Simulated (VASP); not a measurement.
# Co: a series in uniaxial stress along [0001]

How do stress and energy of Co follow uniaxial stress along [0001]?

Method: PBEsol, spin-polarised from a ferromagnetic start; plane waves and PAW (Co), in the first sound run; inputs show where later runs differ, in VASP 6.6.1.

This is a report of a sequence of runs, with most program output left out.

### Step 1. Starting point

It takes space group P6_3/mmc (No. 194, hexagonal). The conventional cell has a = 2.510 Å, b = 2.510 Å, c = 4.071 Å, α = 90.00°, β = 90.00°, γ = 120.00°. Co has 12 Co at 2.50 to 2.51 Å nearest.

### Step 2. Relax the crystal, PBEsol

The series starts from the cell that this level prefers, so that zero strain is near zero stress.

This step took 2 runs in a row; the last is shown.

Level: PBEsol, spin-polarised from a ferromagnetic start; plane waves and PAW (Co).

Input file INCAR:

```
SYSTEM = Co
PREC = Accurate
ENCUT = 450
EDIFF = 1E-07
NELM = 120
ISMEAR = 1
SIGMA = 0.15
LREAL = .FALSE.
ALGO = Normal
GGA = PS
NBANDS = 18
ISPIN = 2
MAGMOM = 1.6 1.6
LASPH = .TRUE.
LMAXMIX = 4
LORBIT = 11
LWAVE = .FALSE.
LCHARG = .FALSE.
KPAR = 8
IBRION = 2
NSW = 40
ISIF = 3
EDIFFG = -0.005
POTIM = 0.4
```

Input file POSCAR:

```
Co
1.0
    2.4541319695      0.0000000000      0.0000000000
   -1.2270659847      2.1253406298      0.0000000000
    0.0000000000      0.0000000000      3.9613915627
Co
2
Direct
    0.0000000000      0.0000000000      0.0000000000
    0.3333333333      0.6666666667      0.5000000000
```

Input file KPOINTS:

```
Automatic mesh
0
Gamma
27 27 15
0 0 0
```

Potentials, in the order of the species: Co (PBE family, release 64).

Started as:

```bash
$ mpirun -np 8 vasp_std
```

The job ended after 43 s (8 MPI ranks of Intel Xeon 6975P-C (Granite Rapids), shared host; peak memory 2.8 GiB).

Read from the output:

* energy(sigma→0) of the program: -15.4738 eV
* stress, compression positive: xx, yy, zz 0.02, 0.02, 0.02 GPa
* volume: 20.653 Å³
* ionic steps: 3

### Step 3. Strain across the axis, PBEsol

One member in full: the axis is strained by 0.5 %, and the two directions across it are strained alike until their mean stress is under 0.012 GPa or five steps are spent.

This step took 3 runs, each at a new trial strain with the atoms of the one before; the last is shown.

Level: PBEsol, spin-polarised from a ferromagnetic start; plane waves and PAW (Co).

INCAR, as its differences from that of step 2:

```diff
@@ -18,7 +18,7 @@
 LCHARG = .FALSE.
-KPAR = 8
-IBRION = 2
-NSW = 40
-ISIF = 3
-EDIFFG = -0.005
-POTIM = 0.4
+KPAR = 2
+IBRION = 1
+NSW = 25
+ISIF = 2
+EDIFFG = -0.004
+POTIM = 0.3
```

Input file POSCAR:

```
Co
1.0
    2.4511165870      0.0000000000      0.0000000000
   -1.2255582930      2.1227292320      0.0000000000
    0.0000000000      0.0000000000      3.9805902990
Co
2
Direct
    0.0000000000      0.0000000000      0.0000000000
    0.3333333333      0.6666666667      0.5000000000
```

KPOINTS is that of step 2.

Started as:

```bash
$ mpirun -np 2 vasp_std
```

Run time: 1.7 min. Hardware: 2 MPI ranks; peak memory 0.66 GiB.

Read from the output:

```
energy(sigma→0) of the program : -15.4732 eV
stress, compression positive   : xx, yy, zz 0.00, 0.00, -2.04 GPa
ionic steps                    : 1
```

### Step 4. The whole series

The other members went through these steps as far as the tables show, with the same cutoff and, step by step, the same mesh; 29 runs are not shown. The session took 1.9 core hours (wall time by ranks) on a shared machine.

| strain along the axis (%) | strain across the axis (%) | stress along the axis, tension positive (GPa) | energy above the unstrained row, extrapolated to no smearing (meV/atom) |
| --- | --- | --- | --- |
| -2.000 | 0.471 | -8.611 | 5.625 |
| -1.500 | 0.346 | -6.410 | 3.163 |
| -1.000 | 0.228 | ? | ? |
| -0.500 | 0.112 | -2.096 | 0.362 |
| 0 | 0.000 | 0.009 | 0.000 |
| 0.500 | -0.108 | 2.043 | 0.302 |
| 1.000 | -0.210 | 4.020 | 1.251 |
| 1.500 | -0.313 | 5.926 | 2.825 |
| 2.000 | -0.408 | 7.766 | 4.993 |

### Step 5. Stress from the known rows

A least-squares parabola through the 8 rows shown, with e the strain in %: stress = − 0.1074 e² + 4.103 e + 0.006002 (GPa), r.m.s. residual 0.016 GPa.

At e = -1 this predicts -4.205 GPa.

### Step 6. The withheld row

The calculation gives -4.232 GPa, so the prediction is 0.027 GPa too high, within twice the residual of the fit.

Slopes at zero strain, from cubics through all rows: strain ratio -0.219, stress over strain 414 GPa.

### Step 7. Outcome

* error of the predicted stress: 0.027 GPa
* Poisson ratio: 0.219
* Young's modulus along the axis: 414 GPa

As a check, the curvature of the energy gives 414 GPa for the same modulus (energy per volume = E/2 × strain²), 0 % from the slope of the stress. These are static values: temperature and zero-point motion are left out. In a metal the slopes also depend on mesh and smearing, which were held through the series.

[Lines on the potential files, build, host, timing and source positions are cut from VASP's logs without a mark.]

[Logs are printed without paths, hosts, clocks, repeated set-up lines and the standing remarks that a program may print on its own settings, such as how far it seeks lower states.]

[Hosts, paths, dates, database ids (printed as entryN), source tags and the programs' standing remarks are cut or masked in the printed files.]

[In band tables of VASP the shares of atoms and orbitals are scaled to a sum of 1 inside the atoms' spheres.]
